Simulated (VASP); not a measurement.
An input for Quantum ESPRESSO's pw.x (written as the equivalent of a VASP run, and not itself run):

```
&CONTROL
  calculation = 'vc-relax'
  pseudo_dir = './pseudo'
  outdir = './out'
  tprnfor = .true.
  tstress = .true.
  nstep = 60
  forc_conv_thr = 0.00078
/
&SYSTEM
  ibrav = 0
  nat = 4
  ntyp = 2
  ecutwfc = 94
  occupations = 'smearing'
  smearing = 'gaussian'
  degauss = 0.003675
  input_dft = 'pz'
/
&ELECTRONS
  conv_thr = 7.3e-08
  electron_maxstep = 100
/
&IONS
/
&CELL
/
ATOMIC_SPECIES
  Cr 51.996 Cr.upf
  O 15.999 O.upf
CELL_PARAMETERS angstrom
     3.0232005    0.0000000    0.0000000
     0.0000000    3.7661781    2.3044888
     0.0000000   -3.7661781    2.3044888
ATOMIC_POSITIONS crystal
  Cr   0.0000000  0.8649187  0.8649187
  O    0.5000000  0.0546951  0.0546951
  O    0.0000000  0.4914759  0.8231903
  O    0.0000000  0.8231903  0.4914759
K_POINTS automatic
  7 5 5 0 0 0
```

Problem. Write the VASP files for the same calculation (LDA).

Solution. This is not unique; one that fits is 
### POSCAR
```
CrO3
1
    3.0232004501     0.0000000000     0.0000000000
    0.0000000000     3.7661780620     2.3044888366
    0.0000000000    -3.7661780620     2.3044888366
Cr O
1 3
Direct
  0.0000000000   0.8649186639   0.8649186639
  0.5000000000   0.0546950782   0.0546950782
  0.0000000000   0.4914759361   0.8231903218
  0.0000000000   0.8231903218   0.4914759361
```

INCAR:
```
# general
SYSTEM  = CrO3
PREC    = Accurate
ENCUT   = 520
LREAL   = .False.   # projection in real space or not
LASPH   = .True.   # aspherical one-centre terms

# electronic loop
EDIFF   = 1E-6   # SCF stop (eV)
NELM    = 100   # most electronic steps
ALGO    = Normal   # blocked Davidson
LMAXMIX = 4   # l cut-off of mixed one-centre charges

# smearing
ISMEAR  = 0
SIGMA   = 0.05   # width (eV)

# ions
IBRION  = 2   # conjugate gradients
NSW     = 60   # most ionic steps
ISIF    = 3
EDIFFG  = -0.02   # ionic stop

# output
LWAVE   = .False.
LCHARG  = .False.
```

### KPOINTS
```
Automatic mesh
0
Gamma
7 5 5
0 0 0
```

POTCAR, in this order: Cr_pv O (LDA.64 set). Program: vasp_std.

The two are equivalent in intent, not identical: the potentials are each code's own (VASP's PAW set, PseudoDojo norm-conserving files in pw.x), so ENCUT and ecutwfc are chosen apart and not converted; conv_thr bounds pw.x's estimated SCF error, while EDIFF bounds the energy change between steps; forc_conv_thr acts on force components and is met together with etot_conv_thr.

The structure comes from a computed database's CrO3 entry (Amm2); how it stands against other phases isn't given here. This run relaxes it. Symmetry was kept, so distortions that lower it aren't found. The start is the result of an earlier pass.
